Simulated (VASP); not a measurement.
An input for Quantum ESPRESSO's pw.x (written as the equivalent of a VASP run, and not itself run):

```
&CONTROL
  calculation = 'relax'
  pseudo_dir = './pseudo'
  outdir = './out'
  tprnfor = .true.
  tstress = .true.
  nstep = 30
  forc_conv_thr = 3.9e-05
/
&SYSTEM
  ibrav = 0
  nat = 4
  ntyp = 2
  ecutwfc = 86
  occupations = 'smearing'
  smearing = 'gaussian'
  degauss = 0.003675
  input_dft = 'pz'
/
&ELECTRONS
  conv_thr = 7.3e-10
  electron_maxstep = 100
/
&IONS
/
ATOMIC_SPECIES
  Ag 107.868 Ag.upf
  I 126.904 I.upf
CELL_PARAMETERS angstrom
     2.2420238   -3.8832994    0.0000000
     2.2420238    3.8832994    0.0000000
     0.0000000    0.0000000    7.3259559
ATOMIC_POSITIONS crystal
  Ag   0.6666670  0.3333330  0.5000316
  Ag   0.3333330  0.6666670  0.0000316
  I    0.6666670  0.3333330  0.8749684
  I    0.3333330  0.6666670  0.3749684
K_POINTS automatic
  5 5 3 0 0 0
```

Task: Translate this input to VASP (INCAR, KPOINTS, POSCAR, choice of POTCAR).

Result: This is not unique; one that fits is 
File POSCAR:
```
AgI
1.0
  2.2420237575  -3.8832994291   0.0000000000
  2.2420237575   3.8832994291   0.0000000000
  0.0000000000   0.0000000000   7.3259558732
Ag I
2 2
Direct
  0.6666670000   0.3333330000   0.5000316195
  0.3333330000   0.6666670000   0.0000316195
  0.6666670000   0.3333330000   0.8749683805
  0.3333330000   0.6666670000   0.3749683805
```

### INCAR
```
# general
SYSTEM =AgI
PREC   =Accurate
ENCUT  =400
LREAL  =.False.
LASPH  =.True.

# electronic loop
EDIFF  =1E-8
NELM   =100
ALGO   =Normal
LMAXMIX=4

# smearing
ISMEAR =0
SIGMA  =0.05

# ions
IBRION =1
NSW    =30
ISIF   =2
EDIFFG =-0.001

# output
LWAVE  =.False.
LCHARG =.False.
```

**KPOINTS**
```
Automatic
0
G
  5 5 3
0 0 0
```

POTCAR, in this order: Ag I (LDA.64 set). Program: vasp_std.

What does not carry over: the potentials are each code's own (VASP's PAW set, PseudoDojo norm-conserving files in pw.x), so ENCUT and ecutwfc are chosen apart and not converted; conv_thr bounds pw.x's estimated SCF error, while EDIFF bounds the energy change between steps; forc_conv_thr acts on force components and is met together with etot_conv_thr.

The compound is AgI in the wurtzite structure. This run relaxes the ions in a fixed cell. Symmetry was kept, so distortions that lower it aren't found. The start is the result of an earlier pass.
